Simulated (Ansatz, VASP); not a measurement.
# Cross-check of SiC (Moissanite) between VASP and Ansatz

One calculation is typed for both programs; each brings its own data sets. How far apart do they land? The cell is taken from a series of runs on this material, whose earlier steps may have relaxed, scaled, displaced or heated it; both programs get it as it stands.

Method: plane waves, with VASP 6.6.1 beside it; relaxation of cell and atoms at LDA and zone-centre phonons at LDA, in Ansatz 0.2.0.

## (1) Starting point

The structure is hexagonal, space group P6_3mc (No. 186). Conventional cell: a = 3.066 Å, b = 3.066 Å, c = 5.026 Å, α = 90.00°, β = 90.00°, γ = 120.00°. Si has 4 C at 1.88 to 1.89 Å nearest. Nearest to C lie 4 Si at 1.88 to 1.89 Å. Farther neighbours are not listed.

## (2) Ansatz: relaxation of cell and atoms, LDA

Ansatz runs on its default PAW (the set named soft_2) files.

The relaxed volume is the usual yardstick between codes: in a stiff, nearly cubic crystal its relative difference is about their pressure difference at one cell divided by the bulk modulus.

Input file input.yaml:

```yaml
crystal:
  lattice:
    - [3.0660301989, 0.0, 0.0]
    - [-1.5330150994, 2.655260041, 0.0]
    - [0.0, 0.0, 5.0257185404]
  atoms:
    - { symbol: Si, position: [0.3333333333, 0.6666666667, 0.0045453616] }
    - { symbol: Si, position: [0.6666666667, 0.3333333333, 0.5045453616] }
    - { symbol: C, position: [0.3333333333, 0.6666666667, 0.3804546384] }
    - { symbol: C, position: [0.6666666667, 0.3333333333, 0.8804546384] }
kpoints:
  mp_grid: { grid: [6, 6, 4] }
hamiltonian:
  xc: lda
scf:
  occupations: { method: gaussian, width: 0.02 }
output:
  forces: true
  stress: true
  eigenvalues: true
basis:
  ecutwfc: 260.0
relax:
  adjacent_minimum: "off"
  f_tol: 0.005
  max_steps: 80
  cell: { stress_tol: 0.05 }
```

Command:

```console
> ansatz run input.yaml --threads 4 --pin off --max-ram 7168MiB --backend cpu --events-out ev --progress --plain --runs-dir out
```

Numbers of over 12 decimals in the logs are rounded to 6 here.

The log of the run:

```text
Warning: basis.ecutwfc = 260 eV is below the records' recommended 420 eV, and the density's cutoff is lower with it unless basis.ecutrho_ratio is high enough to keep the records' density cutoff: compare with a run at a higher cutoff
Engine: ansatz 0.2.0, aarch64-unknown-linux-gnu
Pseudopotentials: kind: paw
Pseudopotential: Si, paw, valence charge 4, recommended cutoff 420 eV (normal), Si.paw.azcp
Pseudopotential: C, paw, valence charge 4, recommended cutoff 420 eV (normal), C.paw.azcp
Functional definition: SPW92
  exchange = slater_x
  correlation = pw_c
Crystal: 4 atoms, lattice volume = 40.915 Å³
Basis set: ecut = 260 eV, 379 PW (Γ)
Bands: 12, of which v1, the nominal top of the filled ones, is band 8 counted from 1 (7 counted from 0)
Symmetry: 12 space group operations
Space group: P63mc (ITA 186), of the structure as read, at distance tolerance 3.4e-5 Å
k-points: 21 of 144 (time reversal used)
Non-local potential: Si, projectors of the file, l = 0: 2, l = 1: 2, l = 2: 2
Non-local potential: C, projectors of the file, l = 0: 2, l = 1: 2, l = 2: 1
PAW form: soft (Blöchl's): semilocal exchange-correlation on the pseudo side does not see the compensation charge
PAW frozen core: Si, regenerated for the run's functional, and the local potential with it (the file was generated under x = pbe(κ = 0.804, μ = 0.219515), c = pbe(β = 0.066725))
PAW frozen core: C, regenerated for the run's functional, and the local potential with it (the file was generated under x = pbe(κ = 0.804, μ = 0.219515), c = pbe(β = 0.066725))
PAW one-centre angular grid: Si, 110 points (default); XC on 64 Gauss nodes
PAW one-centre angular grid: C, 110 points (default); XC on 64 Gauss nodes
Initial density: superposition of atomic densities (neutral atoms: chi_scale 0, normalization atom), corrected by the library's trained network
Initial wavefunctions: pseudopotential atomic-orbital guess
Functional: x = slater, c = lda
SCF iter   1: F=—  HF=-1703.477021 eV  |F-HF|=—  |Δ(HF+E_count)|=         —  Δρ=1.70e-2  dr2=8.82e-2  ethr=1.77e-3  ⟨swp⟩=5.8  Hψ=1685  notcnv=0
preconditioner: auto → none  [insulator: Δε(μ)=1.948 eV  Ē_g=11.850 eV  σ=0.020 eV  W_gap=1.00  n_scr=2 (ndim 8)  ℏωp=23.2 eV  f_vac=0.000  D(μ)=0.00/eV (n_scr^D=0)  ε∞_Penn≈4.8]
SCF iter   2: F=—  HF=-1703.453224 eV  |F-HF|=—  |Δ(HF+E_count)|=   2.38e-2  Δρ=6.22e-3  dr2=6.13e-3  ethr=5.51e-4  ⟨swp⟩=2.4  Hψ=636  notcnv=0
SCF iter   3: F=—  HF=-1703.452684 eV  |F-HF|=—  |Δ(HF+E_count)|=   5.39e-4  Δρ=3.29e-3  dr2=7.28e-4  ethr=3.83e-5  ⟨swp⟩=2.2  Hψ=462  notcnv=0
SCF iter   4: F=—  HF=-1703.453091 eV  |F-HF|=—  |Δ(HF+E_count)|=   4.07e-4  Δρ=1.19e-4  dr2=1.45e-6  ethr=4.55e-6  ⟨swp⟩=1.0  Hψ=252  notcnv=0
SCF iter   5: F=—  HF=-1703.453097 eV  |F-HF|=—  |Δ(HF+E_count)|=   6.13e-6  Δρ=1.98e-5  dr2=8.74e-8  ethr=9.08e-9  ⟨swp⟩=2.1  Hψ=419  notcnv=0
SCF iter   6: F=-1703.453097 eV  HF=-1703.453097 eV  |F-HF|=3.65e-9  |Δ(HF+E_count)|=   1.49e-8  Δρ=4.35e-6  dr2=6.49e-9  ethr=5.47e-10  ⟨swp⟩=2.0  Hψ=922  notcnv=0
SCF 1 converged in 6 iterations: F = -1703.453097 eV  dr2 = 6.49e-9
  greatest PAW one-centre occupation: 0.635 electrons in one spin orbital (limit 2), on the C atom at site 3 (counted from 0), in its partial waves of l = 0
relax step   1: F+E_penalty+E_count = -1703.45309716 eV  Δ(F+E_penalty+E_count) = +0.000e0 eV  max|allowed force component| = 8.120e-3 eV/Å  Δτ_max = 0.0000 Å  P = +0.330 GPa  Ω = 40.915 Å³  (6 SCF iters, dr2 threshold 1.00e-7 eV, accepted)
[...]
relax step   2: F+E_penalty+E_count = -1703.45003575 eV  Δ(F+E_penalty+E_count) = +3.061e-3 eV  max|allowed force component| = 1.424e-2 eV/Å  Δτ_max = 0.0005 Å  P = +0.133 GPa  Ω = 40.947 Å³  energy of the carried Pulay correction = -3.145e-3 eV  (3 SCF iters, dr2 threshold 4.00e-7 eV, accepted)
[...]
relax step   6: F+E_penalty+E_count = -1703.44705055 eV  Δ(F+E_penalty+E_count) = +1.481e-3 eV  max|allowed force component| = 2.979e-4 eV/Å  Δτ_max = 0.0006 Å  P = +0.030 GPa  Ω = 40.975 Å³  energy of the carried Pulay correction = -1.732e-3 eV  (3 SCF iters, dr2 threshold 4.00e-7 eV, accepted)
[...]
relax step   7: F+E_penalty+E_count = -1703.45580169 eV  Δ(F+E_penalty+E_count) = -8.751e-3 eV  max|allowed force component| = 2.259e-3 eV/Å  Δτ_max = 0.0000 Å  P = -0.026 GPa  Ω = 40.975 Å³  stress off target by 1.45e-1 GPa  SCF on the basis re-selected at this cell (its energy is not comparable with the rows above)  (5 SCF iters)
[...]
relax step   8: F+E_penalty+E_count = -1703.45612041 eV  Δ(F+E_penalty+E_count) = -3.187e-4 eV  max|allowed force component| = 1.190e-5 eV/Å  Δτ_max = 0.0002 Å  P = -0.002 GPa  Ω = 40.971 Å³  energy of the carried Pulay correction = +3.124e-4 eV  (3 SCF iters, dr2 threshold 5.23e-8 eV, accepted)
[...]
relax step   9: F+E_penalty+E_count = -1703.45612042 eV  Δ(F+E_penalty+E_count) = -1.776e-9 eV  max|allowed force component| = 2.783e-5 eV/Å  Δτ_max = 0.0000 Å  P = -0.012 GPa  Ω = 40.971 Å³  stress off target by 3.61e-2 GPa  SCF on the basis re-selected at this cell (its energy is not comparable with the rows above)  (4 SCF iters)
basis re-selected at this cell: Δ(F+E_penalty+E_count) = -1.776e-9 eV, ΔP = -0.010 GPa vs the last step (what re-selecting the basis moved, of the pressure what is left beyond the Pulay correction that the steps carried, after the strain that the cell walked since its last selection, with what the two solves' SCF thresholds leave and, on support functions, any second-order correction that the steps lacked; it is no m [...]
SCF converged after 4 iterations
Free energy (F): -1703.456120 eV
Harris-Foulkes:  -1703.456120 eV  (|F-HF|=4.55e-13)
Internal energy: -1703.456120 eV  (E = F + TS)
E sigma→0 (E₀):  -1703.456120 eV
Fermi energy:    10.650643 eV
--- Per-component energies (eV) ---
  E_band       = 55.966096
  E_kinetic    = 273.804928
  E_local      = -209.776173  (includes V_loc(G=0)·N_el)
  E_nonlocal   = 104.687828
  E_hartree    = 63.599415
  E_xc         = -210.606751
  E_vxc        = -220.302560  (∫ρ·V_xc dr)
  E_paw        = -1154.827348  (= ΣΔE_a)
  E_vpaw       = -19.647221  (= ΣTr[D̂ρ^β])
  E_aug_tail   = 0.000461  (compensation charges beyond the density's cutoff)
  E_ewald      = -570.632807
  E_core_change = 0.294326  (= ΣΔE_core)
  E_smearing   = -0.000000  (= −TS)
  E_closure    = 0.000000  (closes the sum)
  Σ components = -1703.456120   (vs F -1703.456120, Δ=0.00e0)
--- Forces (eV/Å), atoms counted from 1 ---
  atom   1  Si     0.00000000     0.00000000    -0.00002777
  atom   2  Si     0.00000000    -0.00000000    -0.00002777
  atom   3  C      0.00000000     0.00000000     0.00002789
  atom   4  C     -0.00000000    -0.00000000     0.00002789
  max |Σ_I F_I| component: 2.49e-7 eV/Å
--- Stress (GPa, compression-positive) ---
        0.000250       0.000000      -0.000000
        0.000000       0.000250      -0.000000
       -0.000000      -0.000000      -0.036099
  P = ⅓ Tr σ = -0.0119 GPa (-0.119 kbar)
--- Band table (eV; the first three rows and the last of 21) ---
  k-point 0: bands = [... 4 lower, 8.2463, 9.4905, 9.5850, 9.5850, 14.2854, 15.8169, 16.1678, 16.1678]
  k-point 1: bands = [... 4 lower, 8.3879, 8.3879, 9.3603, 9.3603, 14.5677, 16.2887, 16.2887, 16.5386]
  k-point 2: bands = [... 4 lower, 8.8683, 8.8683, 8.8683, 8.8683, 15.3931, 15.3931, 16.8633, 16.8633]
  k-point 20: bands = [... 4 lower, 3.8221, 3.8221, 7.8331, 7.8331, 14.6073, 14.6073, 15.5186, 15.5186]
--- Relaxed structure (6 steps of the walk, 6 accepted, 3 SCFs on fresh bases) ---
  F+E_penalty+E_count = -1703.45612042 eV   max|allowed force component| = 2.783e-5 eV/Å   (the final SCF, on the basis selected at the relaxed cell)
  cell:  # Å, volume = 40.9707 Å³
    - [3.069008, -2.8895524287974545e-11, 0]
    - [-1.534504, 2.657839, 0]
    - [0, 0, 5.022814]
  atoms:
    - { symbol: Si, position: [0.333333, 0.666667, 0.00440984] }
    - { symbol: Si, position: [0.666667, 0.333333, 0.504410] }
    - { symbol: C, position: [0.333333, 0.666667, 0.380590] }
    - { symbol: C, position: [0.666667, 0.333333, 0.880590] }
```

Reading the cycles: dr2 is the Hartree energy of the density residual (eV), the measure of convergence; HF is the Harris–Foulkes estimate of the energy, which meets the free energy F at convergence.

## (3) VASP: relaxation of cell and atoms, LDA

The same cell, functional (in two slightly different forms), mesh and smearing now go to VASP, with its own data sets.

Lines of VASP's logs that name or quote its potential files are left out, and so is its time.

Input file INCAR:

```
SYSTEM = SiC
PREC = Accurate
ENCUT = 600
EDIFF = 1E-07
NELM = 120
ISMEAR = 0
SIGMA = 0.02
LREAL = .FALSE.
ALGO = Normal
GGA = CA
NBANDS = 14
LORBIT = 11
LWAVE = .FALSE.
LCHARG = .FALSE.
ISIF = 3
IBRION = 2
NSW = 80
EDIFFG = -0.005
LASPH = .TRUE.
GGA_COMPAT = .FALSE.
NELMIN = 4
EFERMI = MIDGAP
KPAR = 2
```

Input file POSCAR:

```
SiC
1.0
    3.0660300000      0.0000000000      0.0000000000
   -1.5330150000      2.6552600000      0.0000000000
    0.0000000000      0.0000000000      5.0257190000
Si C
2 2
Direct
    0.3333332706      0.6666665411      0.0045454193
    0.6666667294      0.3333334589      0.5045453198
    0.3333332706      0.6666665411      0.3804546175
    0.6666667294      0.3333334589      0.8804545181
```

Input file KPOINTS:

```
Automatic mesh
0
Gamma
6 6 4
0 0 0
```

Potentials, in the order of the species: Si and C (LDA family, release 64).

Command:

```console
> mpirun -np 2 vasp_std
```

The log of the run:

```text
[banner, memory and clock lines left out]
running    2 mpi-ranks, on    1 nodes
 distrk:  each k-point on    1 cores,    2 groups
 distr:  one band on    1 cores,    1 groups

 POSCAR found type information on POSCAR SiC
 POSCAR found :  2 types and       4 ions
 LDA part: xc-table for (Slater(with rela. corr.)+CA(PZ))
 , standard interpolation
 POSCAR, INCAR and KPOINTS ok, starting setup
 FFT: planning ... GRIDC
 FFT: planning ... GRID_SOFT
 FFT: planning ... GRID
 WAVECAR not read
 entering main loop
       N       E                     dE             d eps       ncg     rms          rms(c)
DAV:   1     0.276186466950E+02    0.27619E+02   -0.78279E+03   588   0.115E+03
DAV:   2    -0.344249954123E+02   -0.62044E+02   -0.57241E+02   838   0.176E+02
DAV:   3    -0.373994428484E+02   -0.29744E+01   -0.29595E+01   816   0.366E+01
DAV:   4    -0.374287805223E+02   -0.29338E-01   -0.29332E-01   672   0.450E+00
DAV:   5    -0.374291608954E+02   -0.38037E-03   -0.38031E-03   798   0.476E-01    0.130E+01
DAV:   6    -0.334352318611E+02    0.39939E+01   -0.94715E+00   744   0.188E+01    0.601E+00
DAV:   7    -0.333127622614E+02    0.12247E+00   -0.11357E+00   774   0.665E+00    0.243E+00
DAV:   8    -0.332736873664E+02    0.39075E-01   -0.63218E-02   690   0.163E+00    0.716E-01
DAV:   9    -0.332682630841E+02    0.54243E-02   -0.87277E-03   702   0.657E-01    0.118E-01
DAV:  10    -0.332683163531E+02   -0.53269E-04   -0.50972E-04   726   0.159E-01    0.629E-02
DAV:  11    -0.332683204108E+02   -0.40577E-05   -0.16997E-05   780   0.342E-02    0.178E-02
DAV:  12    -0.332683192040E+02    0.12068E-05   -0.30803E-06   714   0.110E-02    0.668E-03
DAV:  13    -0.332683188841E+02    0.31985E-06   -0.12096E-06   726   0.650E-03    0.150E-03
DAV:  14    -0.332683188886E+02   -0.44429E-08   -0.52215E-08   366   0.185E-03
   1 F= -.33268319E+02 E0= -.33268319E+02  d E =-.332683E+02
[...]
2 F= -.33267960E+02 E0= -.33267960E+02  d E =0.358929E-03
[...]
3 F= -.33269845E+02 E0= -.33269845E+02  d E =-.152619E-02
[...]
4 F= -.33269844E+02 E0= -.33269844E+02  d E =-.152561E-02
[...]
5 F= -.33269846E+02 E0= -.33269846E+02  d E =-.114411E-05
 trial-energy change:   -0.000001  1 .order   -0.000001   -0.000008    0.000006
 step:   0.5163(harm=  0.5163)  dis= 0.00017  next Energy=   -33.269847 (dE=-0.236E-05)
 bond charge predicted
       N       E                     dE             d eps       ncg     rms          rms(c)
DAV:   1    -0.332698469984E+02   -0.13600E-05   -0.90179E-05   594   0.728E-02    0.321E-03
DAV:   2    -0.332698469557E+02    0.42618E-07   -0.14285E-06   798   0.905E-03    0.144E-03
DAV:   3    -0.332698468791E+02    0.76653E-07   -0.10392E-07   426   0.299E-03    0.342E-04
DAV:   4    -0.332698468809E+02   -0.17699E-08   -0.46571E-08   312   0.150E-03
   6 F= -.33269847E+02 E0= -.33269847E+02  d E =-.238128E-05
 curvature:  -0.26 expect dE=-0.779E-06 dE for cont linesearch -0.405E-09
 trial: gam= 0.04921 g(F)=  0.872E-07 g(S)=  0.286E-05 ort = 0.120E-06 (trialstep = 0.821E+00)
 search vector abs. value=  0.298E-05
 reached required accuracy - stopping structural energy minimisation
```

Parts of OUTCAR (step 3):

```text
ion  position               nearest neighbor table
   1  0.333  0.667  0.005-   4 1.88   4 1.88   4 1.88   3 1.89   2 3.07   2 3.07   2 3.07   2 3.07
                             2 3.07   2 3.07
   2  0.667  0.333  0.505-   3 1.88   3 1.88   3 1.88   4 1.89   1 3.07   1 3.07   1 3.07   1 3.07
                             1 3.07   1 3.07
   3  0.333  0.667  0.380-   2 1.88   2 1.88   2 1.88   1 1.89
   4  0.667  0.333  0.880-   1 1.88   1 1.88   1 1.88   2 1.89

  LATTYP: Found a hexagonal cell.
 ALAT       =     3.0660300000
 C/A-ratio  =     1.6391617173

 Subroutine GETGRP returns: Found 12 space group operations
 (whereof  6 operations were pure point group operations)

The static configuration has the point symmetry C_3v.
 The point group associated with its full space group is C_6v.

 Found     21 irreducible k-points:

   k-points           NKPTS =     21   k-points in BZ     NKDIM =     21   number of bands    NBANDS=     14

   dimension x,y,z NGX =    24 NGY =   24 NGZ =   40
   dimension x,y,z NGXF=    48 NGYF=   48 NGZF=   80

   ENCUT  =  600.0 eV  44.10 Ry    6.64 a.u.   6.12  6.12 10.04*2*pi/ulx,y,z

   NELECT =      16.0000    total number of electrons

 k-points in reciprocal lattice and weights: Automatic mesh
   0.00000000  0.00000000  0.00000000       0.007
   0.16666667 -0.00000000  0.00000000       0.042
   0.33333333 -0.00000000  0.00000000       0.042
   0.50000000  0.00000000  0.00000000       0.021
   0.16666667  0.16666667  0.00000000       0.042
   0.33333333  0.16666667  0.00000000       0.083
   0.33333333  0.33333333  0.00000000       0.014
   0.00000000  0.00000000  0.25000000       0.014
   0.16666667 -0.00000000  0.25000000       0.083
[...]
0.33333333  0.16666667  0.50000000       0.083
   0.33333333  0.33333333  0.50000000       0.014

 average (electrostatic) potential at core
       1 -81.6767       2 -81.6767       3 -48.7420       4 -48.7419

 E-fermi :   9.4845

 k-point     1 :       0.0000    0.0000    0.0000
  band No.  band energies     occupation
    ...
      4       7.0969      2.00000
      5       7.0969      2.00000
      6       8.3169      2.00000
      7       8.4238      2.00000
      8       8.4238      2.00000
      9      13.3331      0.00000
     10      14.8444      0.00000
     11      15.0810      0.00000
     12      15.0810      0.00000
     13      16.2320      0.00000
    ...

 k-point     2 :       0.1667   -0.0000    0.0000
  band No.  band energies     occupation
    ...
      4       4.9053      2.00000
      5       6.3944      2.00000
      6       6.8727      2.00000
      7       7.9527      2.00000
      8       8.1385      2.00000
      9      13.2866      0.00000
     10      15.2626      0.00000
     11      15.5695      0.00000
     12      15.8176      0.00000
     13      15.8788      0.00000
    ...

 k-point     3 :       0.3333   -0.0000    0.0000
  band No.  band energies     occupation
    ...
      4       2.0858      2.00000
      5       4.0736      2.00000
      6       5.4340      2.00000
      7       6.5597      2.00000
      8       7.5105      2.00000
      9      11.7326      0.00000
     10      13.2642      0.00000
     11      15.7233      0.00000
     12      15.8559      0.00000
     13      16.9775      0.00000
    ...

  Total        0.0057166      0.0057166      0.0131035      0.0000000      0.0000000     -0.0000000
  in kB        0.2254979      0.2254979      0.5168806      0.0000000      0.0000000     -0.0000000
  external PRESSURE =       0.3226255 kB  Pullay stress =       0.0000000 kB

  energy-cutoff  :      600.00
  volume of cell :       40.62
      direct lattice vectors                 reciprocal lattice vectors
     3.057782054  0.000000000  0.000000000     0.327034426  0.188813405  0.000000000
    -1.528891027  2.648117068 -0.000000000     0.000000000  0.377626810  0.000000000
     0.000000000  0.000000000  5.016056976     0.000000000  0.000000000  0.199359777

 POSITION                                       TOTAL-FORCE (eV/Angst)
 -----------------------------------------------------------------------------------
      0.00000      1.76541      0.02270        -0.000000      0.000000      0.000672
      1.52889      0.88271      2.53073         0.000000     -0.000000      0.000672
      0.00000      1.76541      1.90848        -0.000000      0.000000     -0.000672
      1.52889      0.88271      4.41651         0.000000     -0.000000     -0.000672
 -----------------------------------------------------------------------------------
    total drift:                               -0.000000     -0.000105     -0.000185

  FREE ENERGIE OF THE ION-ELECTRON SYSTEM (eV)
  ---------------------------------------------------
  free  energy   TOTEN  =       -33.2698468809 eV

  energy  without entropy=      -33.2698468809  energy(sigma->0) =      -33.26984688

 reached required accuracy - stopping structural energy minimisation

 total charge
# of ion       s       p       d       tot
------------------------------------------
    1        0.715   0.992   0.000   1.707
    2        0.715   0.992   0.000   1.707
    3        0.828   1.732   0.000   2.560
    4        0.828   1.732   0.000   2.560
--------------------------------------------------
tot          3.087   5.448   0.000   8.535

[... 3 further parts left out ...]
```

## (4) Side by side

Known differences besides the potentials themselves: the two LDA forms differ slightly; the cutoff is 260 eV in Ansatz and 600 eV in VASP; VASP's log shows a relativistic correction to its local exchange, Ansatz's none; Ansatz adds a Pulay correction to the stress that steers its cell, VASP none; Ansatz's log warns that its cutoff lies below the recommended one. Total energies have different zeros and are not compared.

Compared:

```tsv
quantity	Ansatz	VASP	difference
volume (Å³)	40.97	40.62	+0.87 %
edge a after relaxation, in the typed setting (Å)	3.069	3.058	+0.37 %
edge c after relaxation, in the typed setting (Å)	5.023	5.016	+0.13 %
```

(Part 1 of 2 ends here.)

[Lines on the potential files, build, host, timing and source positions are cut from VASP's logs without a mark.]

[Logs are printed without paths, hosts, clocks, repeated set-up lines and the standing remarks that a program may print on its own settings, such as how far it seeks lower states.]

[Hosts, paths, dates, database ids (printed as entryN), source tags and the programs' standing remarks are cut or masked in the printed files.]
